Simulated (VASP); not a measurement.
```
CELL_PARAMETERS angstrom
      2.88100     0.00000     0.00000
      0.00000     2.88100     0.00000
      0.00000     0.00000     2.88100
ATOMIC_POSITIONS crystal
  Al 0.00000 0.00000 0.00000
  Ni 0.50000 0.50000 0.50000
```
Starting moments (μB, in the order of the record's atoms Al Ni): 0.0 2.0.

All values below come from r2SCAN+rVV10, VASP's PBE PAW potentials (set 64) (plane waves; VASP). Run with 400 eV cut-off, 11×11×11 Γ-centred mesh, first-order Methfessel-Paxton smearing of 0.10 eV, potentials Al Ni.

Energy and stress use the plane-wave basis of the starting cell.

Question: The ions, cell shape and volume are relaxed. What does this cell relax into?

Answer: 
```
CELL_PARAMETERS angstrom
      2.85692     0.00000     0.00000
      0.00000     2.85692     0.00000
      0.00000     0.00000     2.85692
ATOMIC_POSITIONS crystal
  Al 0.00000 0.00000 0.00000
  Ni 0.50000 0.50000 0.50000
```
Space group Pm-3m (221), at a tolerance of 0.03 Å. The cell ends with 0.00 μB, on the sites 0.00 0.00 μB.

Question: How do energy and volume change from the first to the last step?

Answer: The energy (σ→0) changes by -4.2 meV/atom and the volume by -2.5 %, in 3 ionic steps.

The structure comes from a measured AlNi entry (Pm-3m) of the Crystallography Open Database, whose conditions weren't checked. This run relaxes it. Symmetry was kept, so distortions that lower it aren't found.
